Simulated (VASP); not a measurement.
Input:

```
CELL_PARAMETERS angstrom
      1.47500    -2.55477     0.00000
      1.47500     2.55477     0.00000
      0.00000     0.00000     4.68000
ATOMIC_POSITIONS crystal
  Ti 0.33333 0.66667 0.25000
  Ti 0.66667 0.33333 0.75000
```

These are LDA (Ceperley-Alder, Perdew-Zunger), VASP's LDA PAW potentials (set 64) (plane waves; VASP) values and carry that method's errors. Numerical set-up: 520 eV cut-off, 13×13×7 Γ-centred mesh, first-order Methfessel-Paxton smearing of 0.10 eV, potentials Ti_sv.

Energy and stress use the plane-wave basis of the starting cell.

The ions, cell shape and volume are relaxed. Which structure does the run end with?

```
CELL_PARAMETERS angstrom
      1.42798    -2.47333     0.00000
      1.42798     2.47333     0.00000
      0.00000     0.00000     4.55277
ATOMIC_POSITIONS crystal
  Ti 0.33333 0.66667 0.25000
  Ti 0.66667 0.33333 0.75000
```
Space group P6_3/mmc (194), at a tolerance of 0.03 Å.

How do energy and volume change from the first to the last step?

The energy (σ→0) changes by -51.3 meV/atom and the volume by -8.8 %, in 11 ionic steps.

```json
[
 {"step": "1", "E(σ→0) (eV)": "-16.9963", "max force (eV/Å)": "0.000", "pressure (GPa)": "-9.87", "volume (Å³)": "35.27"},
 {"step": "2", "E(σ→0) (eV)": "-17.0354", "max force (eV/Å)": "0.000", "pressure (GPa)": "9.79", "volume (Å³)": "30.01"},
 {"step": "3", "E(σ→0) (eV)": "-17.0987", "max force (eV/Å)": "0.000", "pressure (GPa)": "-0.09", "volume (Å³)": "32.20"},
 {"step": "4", "E(σ→0) (eV)": "-17.0987", "max force (eV/Å)": "0.000", "pressure (GPa)": "0.09", "volume (Å³)": "32.14"},
 {"step": "5", "E(σ→0) (eV)": "-17.0989", "max force (eV/Å)": "0.000", "pressure (GPa)": "0.09", "volume (Å³)": "32.13"},
 {"step": "6", "E(σ→0) (eV)": "-17.0990", "max force (eV/Å)": "0.000", "pressure (GPa)": "0.11", "volume (Å³)": "32.13"},
 {"step": "7", "E(σ→0) (eV)": "-17.0990", "max force (eV/Å)": "0.000", "pressure (GPa)": "0.13", "volume (Å³)": "32.12"},
 {"step": "8", "E(σ→0) (eV)": "-17.0990", "max force (eV/Å)": "0.000", "pressure (GPa)": "0.13", "volume (Å³)": "32.12"},
 {"step": "9", "E(σ→0) (eV)": "-17.0990", "max force (eV/Å)": "0.000", "pressure (GPa)": "0.15", "volume (Å³)": "32.12"},
 {"step": "10", "E(σ→0) (eV)": "-17.0990", "max force (eV/Å)": "0.000", "pressure (GPa)": "-0.15", "volume (Å³)": "32.20"},
 {"step": "11", "E(σ→0) (eV)": "-17.0990", "max force (eV/Å)": "0.000", "pressure (GPa)": "-0.02", "volume (Å³)": "32.16"}
]
```

The compound is Ti in the hcp structure. This run relaxes it. Symmetry was kept, so distortions that lower it aren't found.
